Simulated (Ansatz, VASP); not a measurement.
## One calculation of Ta3I, two programs

INCAR

```
SYSTEM = Ta3I
  PREC = Accurate
  ENCUT = 520
  EDIFF = 1E-6
  ISMEAR = 0
  SIGMA = 0.1
  LREAL = .False.
  LASPH = .True.
  NELM = 60
  ALGO = Normal
  ISIF = 2
  LWAVE = .False.
  LCHARG = .True.
  GGA = PE
  LELF = .True.
  LVHAR = .True.
  NBANDS = 50
```

The input KPOINTS:

```
Automatic mesh
0
Gamma
  4 4 4
  0 0 0
```

File POSCAR:

```
Ta3I
1.0
    5.5922527500      0.0000000000      0.0000000000
    0.0000000000      5.5922527500      0.0000000000
    0.0000000000      0.0000000000      5.5922527500
Ta I
6 2
Direct
    0.2500000000      0.0000000000      0.5000000000
    0.7500000000      0.0000000000      0.5000000000
    0.0000000000      0.5000000000      0.2500000000
    0.0000000000      0.5000000000      0.7500000000
    0.5000000000      0.7500000000      0.0000000000
    0.5000000000      0.2500000000      0.0000000000
    0.0000000000      0.0000000000      0.0000000000
    0.5000000000      0.5000000000      0.5000000000
```

Input for Ansatz:

```yaml
crystal:
  lattice:
    - [5.59225275, 0.0, 0.0]
    - [0.0, 5.59225275, 0.0]
    - [0.0, 0.0, 5.59225275]
  atoms:
    - { symbol: Ta, position: [0.25, 0.0, 0.5] }
    - { symbol: Ta, position: [0.75, 0.0, 0.5] }
    - { symbol: Ta, position: [0.0, 0.5, 0.25] }
    - { symbol: Ta, position: [0.0, 0.5, 0.75] }
    - { symbol: Ta, position: [0.5, 0.75, 0.0] }
    - { symbol: Ta, position: [0.5, 0.25, 0.0] }
    - { symbol: I, position: [0.0, 0.0, 0.0] }
    - { symbol: I, position: [0.5, 0.5, 0.5] }
basis:
  ecutwfc: 420
kpoints:
  mp_grid: { grid: [4, 4, 4] }
hamiltonian:
  xc: pbe
scf:
  occupations: { method: gaussian, width: 0.1 }
  lower_state_search: "off"
output:
  forces: true
  stress: true
  eigenvalues: true
```

Change from the starting cell: species swapped into the Ta3Sb type (Pm-3n, No. 223).

Alike in both runs: task single point; functional PBE; k mesh 4 × 4 × 4; occupations gaussian, width 0.1 eV; no spin polarisation.

```csv
,VASP,Ansatz
version,VASP 6.6.1,Ansatz 0.2.0
potentials or method,"VASP PAW PBE potentials, release 64 (Ta_pv, I)","scalar-relativistic, plane waves, PAW"
plane-wave cutoff (eV),520,420
valence electrons in the cell,80,112
```

|  | VASP | Ansatz | Ansatz less VASP |
| --- | --- | --- | --- |
| gap on the k mesh at the Fermi level (eV) | none | none | - |
| pressure (GPa) | -16.0 | -15.9 | +0.02 |

A gap of «none» marks a metal or a gap that the smearing closes. The functional is the same, so the differences come from potentials, cutoffs and numerics. The two sets of potentials don't hold the same shells in valence.

Caveats: so large a pressure means that the cell lies far from this level's equilibrium, or that cutoff or potentials fall short (VASP). Spin-orbit coupling is left out, which matters for the levels of I, Ta.
